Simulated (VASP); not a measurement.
Crystal: Sc2InSb3.

```
CELL_PARAMETERS angstrom
4.41018 0.00000 0.00000
-2.20509 3.81932 0.00000
0.00000 0.00000 9.28143
ATOMIC_POSITIONS crystal
Sc 0.00000 0.00000 0.77549
Sc 0.00000 0.00000 0.22451
In 0.00000 0.00000 0.00000
Sb 0.33333 0.66667 0.00000
Sb 0.33333 0.66667 0.50000
Sb 0.00000 0.00000 0.50000
```

The cell was built by a generator and needn't be a form met in nature.

```yaml
Program: VASP 6.6.1
Task: relaxation of cell and atoms
Functional: PBE
Potentials_or_basis: VASP PAW PBE potentials, release 64 (Sc_sv, In_d, Sb)
Cutoff: 520 eV
k_mesh: 5 × 5 × 2
Occupations: gaussian, width 0.15 eV
Spin: no spin polarisation
```

At the start: pressure 37.6 GPa; volume 26.06 Å³/atom.

How do energy, volume and symmetry change on relaxing?

Over 18 steps the energy falls by 1600.0 meV/atom and the volume is 40.80 Å³/atom (+56.6 %); space group P-6m2 (No. 187, to 0.05 Å).

Step by step:
| step | energy change (eV) | largest force (eV/Å) | pressure (GPa) | volume (Å³) |
| --- | --- | --- | --- | --- |
| 1 | 0.0000 | 10.3574 | 37.58 | 156.34 |
| 2 | -7.2760 | 0.3632 | -4.31 | 334.29 |
| 3 | -9.3890 | 0.4767 | 1.19 | 237.28 |
| 4 | -9.3918 | 0.5013 | 1.03 | 235.46 |
| 5 | -8.0784 | 0.4870 | 11.33 | 193.44 |
| 6 | -9.3783 | 0.5756 | 0.88 | 233.68 |
| 7 | -9.0983 | 0.3858 | 5.79 | 212.98 |
| 8 | -9.3720 | 0.6027 | 1.62 | 231.85 |
| 9 | -9.5643 | 0.4946 | -0.01 | 243.69 |
| 10 | -9.5739 | 0.4573 | -0.16 | 246.06 |
| 11 | -9.5676 | 0.3865 | -0.70 | 250.82 |
| 12 | -9.5753 | 0.4547 | -0.07 | 247.05 |
| 13 | -9.5739 | 0.4159 | -0.42 | 248.93 |
| 14 | -9.5753 | 0.4510 | -0.34 | 247.95 |
| 15 | -9.5755 | 0.4653 | -0.31 | 247.63 |
| 16 | -9.5934 | 0.2318 | -0.12 | 246.15 |
| 17 | -9.5996 | 0.0459 | 0.02 | 244.87 |
| 18 | -9.5998 | 0.0316 | 0.01 | 244.78 |

Final structure:
```
CELL_PARAMETERS angstrom
5.02721 0.00000 0.00000
-2.51360 4.35369 0.00000
0.00000 0.00000 11.18391
ATOMIC_POSITIONS crystal
Sc 0.00000 0.00000 0.74647
Sc 0.00000 0.00000 0.25353
In 0.00000 0.00000 0.00000
Sb 0.33333 0.66667 0.00000
Sb 0.33333 0.66667 0.50000
Sb 0.00000 0.00000 0.50000
```

Caveat: the volume moved by over 15 % at a fixed basis, so the end points are rough.
